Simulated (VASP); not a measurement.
A cell of CoGa (CsCl type) near equilibrium:

```
CoGa
1.0
    2.83731     0.00000     0.00000
    0.00000     2.83731     0.00000
    0.00000     0.00000     2.83731
Ga Co
1 1
Direct
  0.50000   0.50000   0.50000
  0.00000   0.00000   0.00000
```

These are PBEsol GGA, VASP's PBE PAW potentials (set 64) (plane waves; VASP) values and carry that method's errors.

| run | ΔE (meV/atom) | σxx | σyy | σzz | largest shear component, with its sign (GPa) | largest force (eV/Å) |
|---|---|---|---|---|---|---|
| as it is | 0.0 | 0.64 | 0.64 | 0.64 | 0.00 | 0.000 |
| after one change | 10.0 | -5.43 | -7.29 | -7.29 | 0.00 | 0.000 |
Stress is in GPa, positive when the cell is compressed.

Problem. What was changed between the two runs?
(A) uniaxial strain of +2.0 % along y
(B) isotropic strain of +3.0 %
(C) isotropic strain of +4.0 %
(D) biaxial strain of +2.0 % in the yz plane

Solution. D, biaxial strain of +2.0 % in the yz plane

The compound is CoGa in the CsCl type structure. The run is not spin-polarised, so no magnetic state was tried.
